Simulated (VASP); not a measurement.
Given:

```xyz
2
Lattice="0.0000 2.3135 2.3135 2.3135 0.0000 2.3135 2.3135 2.3135 0.0000" Properties=species:S:1:pos:R:3 pbc="T T T"
Na     0.0000     0.0000     0.0000
F      2.3135     2.3135     2.3135
```

The numbers are results of PBE GGA with D3 dispersion (Becke-Johnson damping), VASP's PBE PAW potentials (set 64) (plane waves; VASP), not measurements. Numerical set-up: 520 eV cut-off, 11×11×11 Γ-centred mesh, tetrahedra with Blöchl corrections, potentials Na_pv F.

**Question.** The job: NaF (rock salt), 2 atoms, PBE-D3(BJ), static run, 520 eV, 11×11×11 Γ-centred mesh. Roughly how much core time does it take on a busy server core?

**Answer.** About 6 core-seconds (one run on a shared machine, a rough figure). It had 56 irreducible k-points, 11 bands, up to 677 plane waves and 14 electronic steps.

The compound is NaF in the rock salt structure. It was relaxed first.
